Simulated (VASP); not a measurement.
Here is the system:

```xyz
1
Lattice="0.0000 1.9166 1.9166 1.9166 0.0000 1.9166 1.9166 1.9166 0.0000" Properties=species:S:1:pos:R:3 pbc="T T T"
Ir     0.0000     0.0000     0.0000
```

Computed with PBEsol GGA, VASP's PBE PAW potentials (set 64) (plane waves; VASP 6.6.1). Numerical set-up: 480 eV cut-off, 16×16×16 Γ-centred mesh, first-order Methfessel-Paxton smearing of 0.10 eV, potentials Ir.

Stress in GPa, positive for a compressed cell; the cube axes lie along x, y and z, and the ions stay on their sites.

```
strain                                       σxx     σyy     σzz
----------------------------------------  ------  ------  ------
none                                        0.30    0.30    0.30
εxx = +2.0 %, εyy = +2.0 %, εzz = +2.0 %  -19.64  -19.64  -19.64
εyy = +0.5 %, εzz = +0.5 %                 -2.27   -4.11   -4.11
εxx = +1.5 %, εzz = +1.5 %                -12.16   -7.00  -12.16
εzz = -1.0 %                                3.05    3.05    6.93
εxx = +0.5 %                               -2.86   -1.00   -1.00
```

Fit C11 and C12 to these rows, and predict the stress for εxx = -3.0 %, εyy = -3.0 %, εzz = -3.0 %.

Least squares on Δσ_i = −C11 ε_i − C12 (ε_j + ε_k) over all components shown gives C11 = 579 GPa and C12 = 220 GPa, and so σxx, σyy, σzz = 30.90, 30.90, 30.90 GPa. The run gave 45.25, 45.25, 45.25 GPa; the difference holds the non-linear terms and numerical noise.

Left out are shears, moved atoms, failed runs and, from the fit, strains over 2.5 %.

The compound is Ir in the fcc structure.
